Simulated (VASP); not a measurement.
An input for Quantum ESPRESSO's pw.x (written as the equivalent of a VASP run, and not itself run):

```
&CONTROL
  calculation = 'scf'
  pseudo_dir = './pseudo'
  outdir = './out'
  tprnfor = .true.
  tstress = .true.
/
&SYSTEM
  ibrav = 0
  nat = 2
  ntyp = 2
  ecutwfc = 86
  occupations = 'tetrahedra'
  input_dft = 'pbesol'
/
&ELECTRONS
  conv_thr = 7.3e-09
  electron_maxstep = 100
/
ATOMIC_SPECIES
  Zr 91.224 Zr.upf
  Se 78.971 Se.upf
CELL_PARAMETERS angstrom
     0.0000000    2.9822793    2.9822793
     2.9822793    0.0000000    2.9822793
     2.9822793    2.9822793   -0.0000000
ATOMIC_POSITIONS crystal
  Zr   0.0000000  0.0000000  0.0000000
  Se   0.2500000  0.2500000  0.2500000
K_POINTS automatic
  12 12 12 0 0 0
```

Question: Write the VASP files for the same calculation (PBEsol).

Answer: One answer among several that fit: 
### INCAR
```
EDIFF=1E-7
NELM=100
ALGO=Normal   # blocked Davidson
GGA=PS
PREC=Accurate
LWAVE=.FALSE.
SYSTEM=ZrSe
ENCUT=400   # plane-wave cut-off (eV)
ISMEAR=-5
LCHARG=.TRUE.
LMAXMIX=4   # l cut-off of mixed one-centre charges
LORBIT=11   # lm-projected
NEDOS=601
ISIF=2
LASPH=.TRUE.
LREAL=.FALSE.   # projection in real space or not
```

### POSCAR
```
ZrSe
5.9645590
  0.0000000000   0.4999999598   0.4999999598
  0.4999999598   0.0000000000   0.4999999598
  0.4999999598   0.4999999598   0.0000000000
Zr Se
1 1
Direct
  0.0000000000   0.0000000000   0.0000000000
  0.2500000000   0.2500000000   0.2500000000
```

**KPOINTS**
```
Automatic mesh
0
Gamma
12 12 12
0 0 0
```

POTCAR, in this order: Zr_sv Se (PBE.64 set). Program: vasp_std.

Limits of the translation: the potentials are each code's own (VASP's PAW set, PseudoDojo norm-conserving files in pw.x), so ENCUT and ecutwfc are chosen apart and not converted; conv_thr bounds pw.x's estimated SCF error, while EDIFF bounds the energy change between steps.

The structure was generated: ZrSe was put into the zinc blende type (F-43m), which need not be its known phase. It was relaxed first, which changed the volume by -33 %.
